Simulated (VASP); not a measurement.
TiPbO4:

```
Ti Pb O
1.0
     4.38350    0.00000    0.00000
    -2.19175    3.79622    0.00000
     0.00000    0.00000    5.97981
Ti Pb O
1 1 4
Direct
  0.00000 0.00000 0.00000
  0.00000 0.00000 0.50000
  0.33333 0.66667 0.29233
  0.33333 0.66667 0.70767
  0.66667 0.33333 0.70767
  0.66667 0.33333 0.29233
```

The cell was built by a generator and needn't be a form met in nature.

```yaml
Program: VASP 6.6.1
Task: relaxation of cell and atoms
Functional: PBE
Potentials_or_basis: VASP PAW PBE potentials, release 64 (Ti_sv, Pb_d, O)
Cutoff: 520 eV
k_mesh: 4 × 4 × 3
Occupations: gaussian, width 0.15 eV
Spin: no spin polarisation
```

At the start: pressure -18.5 GPa; volume 16.58 Å³/atom.

Where does the relaxation end?

Over 17 steps the energy falls by 1111.9 meV/atom and the volume is 11.33 Å³/atom (-31.7 %); space group P6/mmm (No. 191, to 0.05 Å).

Step by step:
| step | energy change (eV) | largest force (eV/Å) | pressure (GPa) | volume (Å³) |
| --- | --- | --- | --- | --- |
| 1 | 0.0000 | 1.4014 | -18.49 | 99.51 |
| 2 | -3.1081 | 2.7455 | -7.37 | 74.37 |
| 3 | -3.5215 | 3.2410 | 7.46 | 65.81 |
| 4 | -5.2184 | 1.9051 | 22.19 | 59.57 |
| 5 | -5.3351 | 1.0892 | 33.30 | 57.14 |
| 6 | -6.3749 | 0.9183 | 1.76 | 65.47 |
| 7 | -6.3736 | 0.7563 | 7.91 | 64.48 |
| 8 | -6.3760 | 0.8243 | 7.38 | 64.77 |
| 9 | -6.6493 | 0.0559 | -0.14 | 67.86 |
| 10 | -6.6598 | 0.0895 | -1.58 | 68.62 |
| 11 | -6.6693 | 0.1071 | 0.17 | 67.94 |
| 12 | -6.6696 | 0.1057 | -0.11 | 67.88 |
| 13 | -6.6692 | 0.1129 | 0.59 | 67.75 |
| 14 | -6.6695 | 0.1135 | 0.98 | 67.80 |
| 15 | -6.6696 | 0.1124 | 0.81 | 67.85 |
| 16 | -6.6696 | 0.1114 | 0.50 | 67.86 |
| 17 | -6.6714 | 0.0745 | 0.25 | 67.98 |

Final structure:
```yaml
crystal:
  lattice:
    - [3.58073, 0.00000, 0.00000]
    - [-1.79037, 3.10100, 0.00000]
    - [0.00000, 0.00000, 6.12186]
  atoms:
    - { symbol: Ti, position: [0.00000, 0.00000, 0.00000] }
    - { symbol: Pb, position: [0.00000, 0.00000, 0.50000] }
    - { symbol: O, position: [0.33333, 0.66667, 0.19966] }
    - { symbol: O, position: [0.33333, 0.66667, 0.80034] }
    - { symbol: O, position: [0.66667, 0.33333, 0.80034] }
    - { symbol: O, position: [0.66667, 0.33333, 0.19966] }
```

Caveat: the k mesh is coarse (spacing up to 0.41 Å⁻¹), so the values aren't converged; the volume moved by over 15 % at a fixed basis, so the end points are rough.
